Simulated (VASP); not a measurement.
Energy against volume of AgCl (rock salt). All values below come from rev-vdW-DF2, VASP's PBE PAW potentials (set 64) (plane waves; VASP). Numerical set-up: 520 eV cut-off, 8×8×8 Γ-centred mesh, Gaussian smearing of 0.050 eV, potentials Ag Cl.

```tsv
V (Å³/atom)	E (eV/atom)
19.802	-0.62566
20.434	-0.63630
21.066	-0.63971
21.698	-0.63713
```

Problem. Fit these four points and predict the energy of the run at 22.330 Å³/atom.

Solution. A cubic in V^(−2/3), the third-order Birch-Murnaghan form, passes through the four points with V0 = 21.09 Å³/atom and B0 = 50 GPa, and gives -0.6296 eV/atom there. The run gave -0.6296 eV/atom, +0.0 meV/atom from the fit; all five points give B0 = 50 GPa.

The compound is AgCl in the rock salt structure. It was relaxed first.
